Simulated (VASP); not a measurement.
BaGaSnH (space group P3m1): computed properties

The numbers are results of LDA (Ceperley-Alder, Perdew-Zunger), VASP's LDA PAW potentials (set 64) (plane waves; VASP), not measurements.

```yaml
space_group: P3m1 (156)
cell: a = 4.501 Å, b = 4.501 Å, c = 5.108 Å, α = 90.00°, β = 90.00°, γ = 120.00°
volume_per_atom: 22.40 Å³/atom
band gap (over mesh and band path): 0.31 eV
smallest direct gap (over mesh and band path): 0.31 eV
hill_bulk_modulus: 46.6 GPa
hill_shear_modulus: 34.4 GPa
Poisson's ratio: 0.204
band_edge_character_without_spin_orbit_coupling: direct, A to A
band_gap_with_spin_orbit_coupling: 0.20 eV
density: 6.06 g/cm³
optical Γ-point spectrum: 100 (×2), 110, 115, 208 (×2), 772 (×2), 1214 cm⁻¹
```

BaGaSnH has the trigonal space group P3m1 (No. 156), Pearson symbol hP4. Lattice parameters: a = 4.5006 Å, b = 4.5006 Å, c = 5.1077 Å, α = 90.00°, β = 90.00°, γ = 120.00°. Ba on 1b sees 3 H at 2.634 Å and 3 Ga at 3.370 Å and 3 Ga at 3.941 Å and 3 Sn at 3.494 Å and 3 Sn at 3.800 Å. Ga on 1a is surrounded by 1 H at 1.711 Å and 3 Sn at 2.673 Å and 3 Ba at 3.370 Å and 3 Ba at 3.941 Å. Sn on 1c is surrounded by 3 Ga at 2.673 Å and 3 Ba at 3.494 Å and 3 Ba at 3.800 Å. H on 1a has 1 Ga at 1.711 Å and 3 Ba at 2.634 Å (tetrahedral). (Neighbours: up to the widest gap in distance over summed covalent radii, below 1.35, at either atom; cation-cation and far metal-metal contacts left out.)

Unless said otherwise, spin-orbit coupling is left out, though it shifts the bands of the heavy elements here.

The structure comes from a computed database's BaGaSnH entry (P3m1); how it stands against other phases isn't given here. It was relaxed first, which changed the volume by -10 %. Symmetry was kept, so distortions that lower it aren't found.
